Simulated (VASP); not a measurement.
An input for Quantum ESPRESSO's pw.x (written as the equivalent of a VASP run, and not itself run):

```
&CONTROL
  calculation = 'scf'
  pseudo_dir = './pseudo'
  outdir = './out'
  tprnfor = .true.
  tstress = .true.
/
&SYSTEM
  ibrav = 0
  nat = 4
  ntyp = 2
  ecutwfc = 74
  occupations = 'tetrahedra'
  input_dft = 'pbesol'
/
&ELECTRONS
  conv_thr = 7.3e-09
  electron_maxstep = 100
/
ATOMIC_SPECIES
  W 183.840 W.upf
  Al 26.982 Al.upf
CELL_PARAMETERS angstrom
     4.3925972    0.0000000    0.0000000
    -2.1962986    3.8041007    0.0000000
     0.0000000   -0.0000000    4.9427469
ATOMIC_POSITIONS crystal
  W    0.3333330  0.6666670  0.9374743
  W    0.6666670  0.3333330  0.4374743
  Al   0.3333330  0.6666670  0.4375257
  Al   0.6666670  0.3333330  0.9375257
K_POINTS automatic
  9 9 7 0 0 0
```

**Question.** Translate this input to VASP (INCAR, KPOINTS, POSCAR, choice of POTCAR).

**Answer.** This is not unique; one that fits is 
**POSCAR**
```
WAl
4.9427470
  0.8886955393   0.0000000000   0.0000000000
 -0.4443477696   0.7696328899   0.0000000000
  0.0000000000   0.0000000000   0.9999999796
W Al
2 2
Cartesian
 -0.0000004443   0.5130888498   0.9374742565
  0.4443482140   0.2565440401   0.4374742667
 -0.0000004443   0.5130888498   0.4375257155
  0.4443482140   0.2565440401   0.9375257053
```

**INCAR**
```
! general
SYSTEM  = WAl
PREC    = Accurate
ENCUT   = 400
LREAL   = F
LASPH   = T

! electronic loop
EDIFF   = 1E-7
NELM    = 100
ALGO    = Normal
LMAXMIX = 6

! smearing
ISMEAR  = -5

! functional
GGA     = PS

! ions
ISIF    = 2

! output
LWAVE   = F
LCHARG  = T
LORBIT  = 11
NEDOS   = 601

! other
LEFG    = T
```

### KPOINTS
```
kpoints
0
G
 9 9 7
0 0 0
```

POTCAR, in this order: W_sv Al (PBE.64 set). Program: vasp_std.

What does not carry over: the potentials are each code's own (VASP's PAW set, PseudoDojo norm-conserving files in pw.x), so ENCUT and ecutwfc are chosen apart and not converted; conv_thr bounds pw.x's estimated SCF error, while EDIFF bounds the energy change between steps; the field gradients of LEFG aren't asked of the other code.

The structure was generated: WAl was put into the wurtzite type (P6_3mc), which need not be its known phase. It was relaxed first, which changed the volume by -41 %. The relaxed cell has space group P6_3/mmc.
